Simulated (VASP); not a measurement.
# CdGa2 (Fd-3m) in VASP: a series of runs

One crystal, CdGa2, is run at these levels: r2SCAN; tasks: single point.

Program: VASP 6.6.1. These are calculated values, not measurements. Logs are shortened: lines on timing, memory, paths and dates and some standing lists are left out, and cuts for length are marked.

## Step 1: The crystal as given

Symmetry: Fd-3m, No. 227, cubic system. The conventional cell has a = 7.832 Å, b = 7.832 Å, c = 7.832 Å, α = 90.00°, β = 90.00°, γ = 90.00°. Around Cd (site symmetry -43m) lie 12 Ga at 3.25 Å and 4 Cd at 3.39 Å. Ga (site symmetry -3m) is surrounded by 6 Ga at 2.77 Å.

The cell was built by a generator and needn't be a form met in nature.

## Step 2: Single point, r2SCAN

POSCAR reads:

```
CdGa2
1.0
    0.0000000000      3.9158161413      3.9158161413
    3.9158161413      0.0000000000      3.9158161413
    3.9158161413      3.9158161413      0.0000000000
Cd Ga
2 4
Direct
    0.0000000000      0.0000000000      0.0000000000
    0.2500000000      0.2500000000      0.2500000000
    0.6250000000      0.6250000000      0.6250000000
    0.1250000000      0.6250000000      0.6250000000
    0.6250000000      0.6250000000      0.1250000000
    0.6250000000      0.1250000000      0.6250000000
```

INCAR.step1 reads:

```
SYSTEM = CdGa2
PREC = Accurate
ENCUT = 520
ISMEAR = 0
SIGMA = 0.1
LREAL = .FALSE.
LASPH = .TRUE.
NELM = 100
NBANDS = 47
GGA = PE
ALGO = Normal
EDIFF = 1E-4
LWAVE = .TRUE.
LCHARG = .FALSE.
```

INCAR.step2 reads:

```
SYSTEM = CdGa2
PREC = Accurate
ENCUT = 520
EDIFF = 1E-6
ISMEAR = 0
SIGMA = 0.1
LREAL = .FALSE.
LASPH = .TRUE.
NELM = 100
ALGO = Normal
ISIF = 2
LWAVE = .FALSE.
LCHARG = .FALSE.
METAGGA = R2SCAN
LMIXTAU = .TRUE.
NBANDS = 47
ISTART = 1
```

KPOINTS reads:

```
Automatic mesh
0
G
  8 8 8
  0 0 0
```

Potentials or basis: VASP PAW PBE potentials, release 64 (Cd, Ga_d).

Command:

```
cat potpaw_PBE.64/Cd/POTCAR potpaw_PBE.64/Ga_d/POTCAR > POTCAR
cp INCAR.step1 INCAR
mpirun -np 1 vasp_std > vasp.out
cp INCAR.step2 INCAR
mpirun -np 1 vasp_std > vasp.out
```

OUTCAR:

```text
SYSTEM = CdGa2
   PREC = Accurate
   ENCUT = 520
   EDIFF = 1E-6
   ISMEAR = 0
   LREAL = .FALSE.
   LASPH = .TRUE.
   NELM = 100
   ISIF = 2
   METAGGA = R2SCAN
   ISTART = 1

 ion  position               nearest neighbor table
   1  0.000  0.000  0.000-   3 3.25   5 3.25   6 3.25   3 3.25   4 3.25   5 3.25   3 3.25   4 3.25
                             6 3.25   4 3.25   5 3.25   6 3.25   2 3.39   2 3.39   2 3.39   2 3.39
   2  0.250  0.250  0.250-   4 3.25   5 3.25   6 3.25   3 3.25   4 3.25   6 3.25   3 3.25   4 3.25
                             5 3.25   3 3.25   5 3.25   6 3.25   1 3.39   1 3.39   1 3.39   1 3.39
   3  0.625  0.625  0.625-   4 2.77   5 2.77   6 2.77   5 2.77   6 2.77   4 2.77   1 3.25   2 3.25
                             1 3.25   2 3.25   1 3.25   2 3.25
   4  0.125  0.625  0.625-   3 2.77   5 2.77   6 2.77   3 2.77   5 2.77   6 2.77   2 3.25   1 3.25
                             1 3.25   2 3.25   2 3.25   1 3.25
   5  0.625  0.625  0.125-   3 2.77   3 2.77   4 2.77   6 2.77   6 2.77   4 2.77   1 3.25   2 3.25
                             1 3.25   2 3.25   1 3.25   2 3.25
   6  0.625  0.125  0.625-   3 2.77   5 2.77   3 2.77   4 2.77   5 2.77   4 2.77   2 3.25   1 3.25
                             2 3.25   2 3.25   1 3.25   1 3.25

  LATTYP: Found a face centered cubic cell.
 ALAT       =     7.8316322826

  Lattice vectors:

 A1 = (   0.0000000000,   3.9158161413,   3.9158161413)
 A2 = (   3.9158161413,   0.0000000000,   3.9158161413)
 A3 = (   3.9158161413,   3.9158161413,   0.0000000000)

Analysis of symmetry for initial positions (statically):
=====================================================================
 Subroutine PRICEL returns:
 Original cell was already a primitive cell.

 Routine SETGRP: Setting up the symmetry group for a
 face centered cubic supercell.

 Subroutine GETGRP returns: Found 48 space group operations
 (whereof 24 operations were pure point group operations)
 out of a pool of 48 trial point group operations.

The static configuration has the point symmetry T_d .
 The point group associated with its full space group is O_h .

Analysis of symmetry for dynamics (positions and initial velocities):
=====================================================================
 Subroutine PRICEL returns:
 Original cell was already a primitive cell.

 Routine SETGRP: Setting up the symmetry group for a
 face centered cubic supercell.

 Subroutine GETGRP returns: Found 48 space group operations
 (whereof 24 operations were pure point group operations)
 out of a pool of 48 trial point group operations.

The dynamic configuration has the point symmetry T_d .
 The point group associated with its full space group is O_h .

 Subroutine INISYM returns: Found 48 space group operations
 (whereof 24 operations are pure point group operations),
[... 113 lines left out ...]
   TEBEG  =    0.0;   TEEND  =   0.0 temperature during run
   PSTRESS=    0.0 pullay stress
   NELECT =      76.0000    total number of electrons
   NUPDOWN=      -1.0000    fix difference up-down
   EMIN   =  10.00;   EMAX   =-10.00  energy-range for DOS
   EFERMI =   0.00;   METHOD = LEGACY
   ISMEAR =     0;   SIGMA  =   0.10  broadening in eV -4-tet -1-fermi 0-gaus
   EFERMI_NEDOS =   21; number of points for ismear=-14 and -15
   IALGO  =     38    algorithm
   IMIX   =      4    mixing-type and parameters
     AMIX     =   0.40;   BMIX     =  1.00
     AMIX_MAG =   1.60;   BMIX_MAG =  1.00
  volume/ion in A,a.u.               =      20.01       135.06
  Fermi-wavevector in a.u.,A,eV,Ry     =   1.405552  2.656109 26.879368  1.975578
  Thomas-Fermi vector in A             =   2.528002
   LORBIT       =      0    0 simple, 1 ext, 2 COOP (PROOUT), +10 PAW based schemes
   METAGGA = R2SCAN    functional components
   LHFCALC =     F    Hartree Fock is set to
   AEXX    =    0.0000 exact exchange contribution
   IVDW    =     0    specifies the selected vdW correction
   LEPSILON=     F    determine dielectric tensor
   LRPA    =     F    only Hartree local field effects (RPA)
 non-spin polarized calculation
 Gauss-broadening in eV      SIGMA  =   0.10
  energy-cutoff  :      520.00
  volume of cell :      120.09
 maximum number of plane-waves:      3287
 NGX is ok and might be reduce to    42
   NGX = 21   NGY = 21   NGZ = 21

 number of electron      75.9999980 magnetization

 Free energy of the ion-electron system (eV)
  ---------------------------------------------------
  ext. energy  EPLUGINS =         0.00000000
  ---------------------------------------------------
  free energy    TOTEN  =       -84.84720429 eV

  energy without entropy =      -84.82529661  energy(sigma->0) =      -84.83625045

 E-fermi :   4.4451     XC(G=0): -11.9284

 val. band max:        4.4411617679   @ k =  -0.3750   0.3750   0.1250
 cond. band min:       4.4664273446   @ k =   0.5000   0.1250   0.0000
 fundamental gap:      0.0252655767
 Fermi energy:         4.4451421112

 k-point     1 :       0.0000    0.0000    0.0000
  band No.  band energies     occupation
      1     -11.4299      2.00000
      2     -11.2653      2.00000
      3     -11.2653      2.00000
      4     -11.2653      2.00000
      5     -11.2354      2.00000
      6     -11.2354      2.00000
[... 1189 lines left out ...]
     46      10.1498      0.00000
     47      11.2486      0.00000

 [... further k-points ...]

------------------------ aborting loop because EDIFF is reached ----------------------------------------

  FORCE on cell =-STRESS in cart. coord.  units (eV):
  Direction    XX          YY          ZZ          XY          YZ          ZX
  --------------------------------------------------------------------------------------
  -------------------------------------------------------------------------------------
  Total        0.1102454      0.1102454      0.1102454      0.0000000      0.0000000     -0.0000000
  in kB        1.4708699      1.4708699      1.4708699      0.0000000      0.0000000     -0.0000000
  external PRESSURE =       1.4708699 kB  Pullay stress =       0.0000000 kB

 VOLUME and BASIS-vectors are now :
 -----------------------------------------------------------------------------
  energy-cutoff  :      520.00
  volume of cell :      120.09
      direct lattice vectors                 reciprocal lattice vectors
     0.000000000  3.915816141  3.915816141    -0.127687302  0.127687302  0.127687302
     3.915816141  0.000000000  3.915816141     0.127687302 -0.127687302  0.127687302
     3.915816141  3.915816141  0.000000000     0.127687302  0.127687302 -0.127687302

 POSITION                                       TOTAL-FORCE (eV/Angst)
 -----------------------------------------------------------------------------------
      0.00000      0.00000      0.00000         0.000000      0.000000      0.000000
      1.95791      1.95791      1.95791        -0.000000     -0.000000     -0.000000
      4.89477      4.89477      4.89477         0.000000      0.000000     -0.000000
      4.89477      2.93686      2.93686         0.000000      0.000000     -0.000000
      2.93686      2.93686      4.89477         0.000000      0.000000     -0.000000
      2.93686      4.89477      2.93686         0.000000      0.000000     -0.000000
 -----------------------------------------------------------------------------------
    total drift:                                0.000000      0.000000      0.000000

  FREE ENERGIE OF THE ION-ELECTRON SYSTEM (eV)
  ---------------------------------------------------
  free  energy   TOTEN  =       -84.8472042946 eV

  energy  without entropy=      -84.8252966061  energy(sigma->0) =      -84.83625045
```

It took 8.7 min on 1 thread of AMD EPYC 9R14 (Zen 4), shared host; peak memory 0.33 GiB.

Results:

| Item | Value |
| --- | --- |
| Free energy | -84.8472 eV |
| Pressure | 0.1 GPa |
| Band gap on the k mesh | none (metal or under the smearing width) |

Caveat: the PAW data sets were made with another functional, which shifts forces and pressure a little.

## Step 3: Single point, r2SCAN

This run uses another cell than the first one, of 19.84 Å³/atom, 0.991 times its volume.

POSCAR, as its differences from that of step 2:

```diff
@@ -2,5 +2,5 @@
 1.0
-    0.0000000000      3.9158161413      3.9158161413
-    3.9158161413      0.0000000000      3.9158161413
-    3.9158161413      3.9158161413      0.0000000000
+    0.0000000000      3.9044567923      3.9044567923
+    3.9044567923      0.0000000000      3.9044567923
+    3.9044567923      3.9044567923      0.0000000000
 Cd Ga
```

INCAR.step1 reads:

```
PREC = Accurate ; ENCUT = 520
ISMEAR = 0 ; SIGMA = 0.1
LREAL = False ; LASPH = True
NELM = 100 ; NBANDS = 47
GGA = PE ; ALGO = Normal
EDIFF = 1E-4 ; LWAVE = True
LCHARG = False
```

INCAR.step2 reads:

```
PREC = Accurate ; ENCUT = 520
EDIFF = 1E-6 ; ISMEAR = 0
SIGMA = 0.1 ; LREAL = False
LASPH = True ; NELM = 100
ALGO = Normal ; ISIF = 2
LWAVE = False ; LCHARG = True
METAGGA = R2SCAN ; LMIXTAU = True
LELF = True ; LVHAR = True
NBANDS = 47 ; ISTART = 1
```

KPOINTS reads:

```
regular mesh
0
Gamma
  4 4 4
```

Potentials or basis: VASP PAW PBE potentials, release 64 (Cd, Ga_d).

Command:

```
cat potpaw_PBE.64/Cd/POTCAR potpaw_PBE.64/Ga_d/POTCAR > POTCAR
cp INCAR.step1 INCAR
mpirun -np 1 vasp_std > vasp.out
cp INCAR.step2 INCAR
mpirun -np 1 vasp_std > vasp.out
```

Run time: 2.6 min. Hardware: 1 thread of AMD EPYC 9R14 (Zen 4), shared host; peak memory 0.26 GiB.

Results (log left out):

```
Free energy            : -85.0287 eV
Pressure               : 0.5 GPa
Band gap on the k mesh : none (metal or under the smearing width)
```

Levels at points of the mesh, in eV from the Fermi level:
| k point | band 36 | band 37 | band 38 | band 39 | band 40 | band 41 |
| --- | --- | --- | --- | --- | --- | --- |
| (0.00, 0.00, 0.00) | -1.97 | -1.97 | -1.97 | -1.68 | 0.92 | 0.92 |
| (0.50, 0.00, 0.00) | -2.02 | -2.02 | -0.77 | 1.78 | 2.74 | 2.74 |
| (0.50, 0.50, 0.00) | -4.11 | 2.55 | 2.55 | 2.98 | 2.98 | 3.15 |

Caveat: the PAW data sets were made with another functional, which shifts forces and pressure a little.
